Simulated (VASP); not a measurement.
Consider the following.

```
IrV
1.0
    2.71683     0.00000     0.00000
    0.00000     2.71683     0.00000
    0.00000     0.00000     3.63862
V Ir
1 1
Cartesian
  1.35842   1.35842   1.81931
  0.00000   0.00000   0.00000
```

Calculation: PBEsol GGA, VASP's PBE PAW potentials (set 64) (plane waves; VASP). Settings: 400 eV cut-off, Gaussian smearing of 0.050 eV, potentials V_sv Ir.

Task: Give the energies of bands 5 to 14 at the high-symmetry points, in eV from the Fermi level.

Result: 
```
band      Γ      X      M      Z      R      A
----  -----  -----  -----  -----  -----  -----
5     -9.23  -5.74  -6.58  -7.40  -6.31  -5.62
6     -6.06  -4.05  -5.47  -5.29  -5.97  -4.19
7     -5.87  -3.98  -5.22  -4.64  -2.71  -4.19
8     -2.12  -3.21  -5.22  -1.83  -2.44  -2.66
9     -2.12  -1.86   2.06  -1.72  -2.18  -1.61
10    -0.61  -1.30   2.19  -1.25  -0.32  -1.61
11    -0.06  -1.21   2.54  -1.25   0.19  -0.81
12     1.23  -0.67   2.54   0.34   0.42   1.29
13     2.58   0.64   2.61   0.51   1.90   2.06
14     2.97   1.32   3.04   0.90   2.63   3.05
```

It has no gap at this level: it comes out as a metal or semimetal.

The structure comes from a computed database's VIr entry (P4/mmm); how it stands against other phases isn't given here. It was relaxed first. The run is not spin-polarised, so no magnetic state was tried.
